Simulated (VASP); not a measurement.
Set up this calculation in VASP 6.6.1, as the native input.

```yaml
Task: single point
Functional: LDA
Potentials_or_basis: VASP PAW LDA potentials, release 64 (Ga_d, Ge_d)
Cutoff: 520 eV
k_mesh: 14 × 14 × 14
Occupations: gaussian, width 0.15 eV
Spin: no spin polarisation
Dipole_correction: no
Further_INCAR_settings: ALGO = Fast; EDIFF = 1e-07; NBANDS = 20
```

The structure of GaGe lies in POSCAR:

```
GaGe
1.0
    0.0000000000      2.8109086800      2.9847793200
    2.8109086800      0.0000000000      2.9847793200
    2.8109086800      2.8109086800      0.0000000000
Ga Ge
1 1
Direct
    0.7500000000      0.7500000000      0.7500000000
    0.0000000000      0.0000000000      0.0000000000
```

The cell comes from a database or a generator and needn't be the stable form of this composition.

The cell isn't the ideal one: strain -0.030 along x and y, +0.030 along z, atoms carried along.

These files were run (other wordings do the same):

INCAR

```
PREC = Accurate
ENCUT = 520
EDIFF = 1E-7
ISMEAR = 0
SIGMA = 0.15
LREAL = F
LASPH = T
NELM = 100
ALGO = Fast
ISIF = 2
LWAVE = F
LCHARG = F
NBANDS = 20
```

KPOINTS

```
Automatic mesh
0
Gamma
  14 14 14
```

Potentials or basis: VASP PAW LDA potentials, release 64 (Ga_d, Ge_d).

The run is started by

```sh
$ cat potpaw_LDA.64/Ga_d/POTCAR potpaw_LDA.64/Ge_d/POTCAR > POTCAR
$ mpirun -np 1 vasp_std > vasp.out
```

Results of the run:

```json
{
 "Pressure": "-2.8 GPa",
 "Band gap on the k mesh": "none (metal or under the smearing width)"
}
```

Run time: 120 s on 1 thread of Intel(R) Xeon(R) 6975P-C (Granite Rapids), with other jobs on the host, peak memory 0.33 GiB.
